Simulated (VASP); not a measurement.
VASP ran on this input.

**INCAR**
```
SYSTEM = GaAs
PREC = Accurate
ENCUT = 520
EDIFF = 1E-6
NELM = 100
ALGO = Normal
LREAL = .FALSE.
LASPH = .TRUE.
ISMEAR = 0
SIGMA = 0.05
METAGGA = R2SCAN
LMIXTAU = .TRUE.
LMAXMIX = 4
LWAVE = .FALSE.
LCHARG = .FALSE.
IBRION = 2
ISIF = 3
NSW = 60
EDIFFG = -0.01
```

POSCAR:
```
GaAs
1
    0.0000000000     2.8250000000     2.8250000000
    2.8250000000     0.0000000000     2.8250000000
    2.8250000000     2.8250000000     0.0000000000
Ga As
1 1
Direct
  0.0000000000   0.0000000000   0.0000000000
  0.2500000000   0.2500000000   0.2500000000
```

### KPOINTS
```
Automatic
0
gamma
 7 7 7
0 0 0
```

POTCAR, in this order: Ga_d As (PBE.64 set). Program: vasp_std.

Task: Translate this r2SCAN calculation to Ansatz.

Result: One equivalent input (not run):
Ansatz 0.2 input:
```yaml
crystal:
  lattice:
    - [0.0000000, 2.8250000, 2.8250000]
    - [2.8250000, 0.0000000, 2.8250000]
    - [2.8250000, 2.8250000, 0.0000000]
  atoms:
    - { symbol: Ga, position: [0.0000000, 0.0000000, 0.0000000] }
    - { symbol: As, position: [0.2500000, 0.2500000, 0.2500000] }
kpoints:
  mp_grid: { grid: [7, 7, 7] }
hamiltonian:
  xc: r2scan
  pseudopotentials: { kind: paw }
scf:
  occupations: { method: gaussian, width: 0.05 }
  max_iter: 100
relax:
  max_steps: 60
  f_tol: 0.01
  cell: {}
output: { forces: true, stress: true, eigenvalues: true }
```
Limits of the translation: each code has its own PAW files, so the cut-off isn't converted (ENCUT is set for VASP's; basis.ecutwfc is left out, and Ansatz then takes the one that its files recommend); Ansatz stops its SCF on the density residual and VASP on the energy change (EDIFF).

The compound is GaAs in the zinc blende structure. This run relaxes it. Symmetry was kept, so distortions that lower it aren't found.
